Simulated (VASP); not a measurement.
Consider the following.

```
CELL_PARAMETERS angstrom
      0.00000     1.99919     1.99919
      1.99919     0.00000     1.99919
      1.99919     1.99919     0.00000
ATOMIC_POSITIONS crystal
  Li 0.00000 0.00000 0.00000
  H  0.50000 0.50000 0.50000
```

Level of theory: PBE GGA, VASP's PBE PAW potentials (set 64) (plane waves; VASP). Run with 520 eV cut-off, 11×11×11 Γ-centred mesh, Gaussian smearing of 0.050 eV, potentials Li_sv H.

### Question
What does the run give for the energy per atom (σ→0)?

### Answer

| Quantity | Result |
|---|---|
| energy per atom (σ→0) | -3.063 eV/atom |

The absolute energy has meaning only against runs of the same code, potentials and settings.

The compound is LiH in the rock salt structure. It was relaxed first, which changed the volume by -6 %.
